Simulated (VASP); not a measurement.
## SiF in VASP: the effect of functional

SiF:

```
CELL_PARAMETERS angstrom
3.02860 0.00000 0.00000
0.00000 3.02860 0.00000
0.00000 0.00000 3.02860
ATOMIC_POSITIONS crystal
Si 0.50000 0.50000 0.50000
F 0.00000 0.00000 0.00000
```

The cell was built by a generator and needn't be a form met in nature.

Alike in all runs:

| Quantity | Value |
| --- | --- |
| Program | VASP 6.6.1 |
| Task | relaxation of cell and atoms |
| Cutoff | 600 eV |
| k mesh | 9 × 9 × 9 |
| Occupations | fermi-dirac, width 0.05 eV |
| Spin | no spin polarisation |

Each run relaxes the cell or the atoms first.

| functional | potentials or basis | relaxed volume (Å³/atom) |
| --- | --- | --- |
| LDA | VASP PAW LDA potentials, release 64 (Si, F) | 12.87 |
| PBE | VASP PAW PBE potentials, release 64 (Si, F) | 13.89 |
| PBEsol | VASP PAW PBE potentials, release 64 (Si, F) | 13.24 |
| RPBE | VASP PAW PBE potentials, release 64 (Si, F) | 14.34 |
| revPBE | VASP PAW PBE potentials, release 64 (Si, F) | 14.21 |
| BLYP | VASP PAW PBE potentials, release 64 (Si, F) | ? |
| AM05 | VASP PAW PBE potentials, release 64 (Si, F) | 13.21 |
| PW91 | VASP PAW PBE potentials, release 64 (Si, F) | 13.91 |
| optB88-vdW | VASP PAW PBE potentials, release 64 (Si, F) | 14.13 |
| vdW-DF-cx | VASP PAW PBE potentials, release 64 (Si, F) | 13.56 |
| rev-vdW-DF2 | VASP PAW PBE potentials, release 64 (Si, F) | 13.84 |

Question: What does the run with functional BLYP give?

Answer: Relaxed volume 15.08 Å³/atom.

Caveats: an odd number of electrons without spin polarisation forces a metal; a magnetic or distorted state may lie lower; the PAW data sets were made with another functional, which shifts forces and pressure a little (some runs); the relaxation stopped at its first step, so nothing moved (some runs).
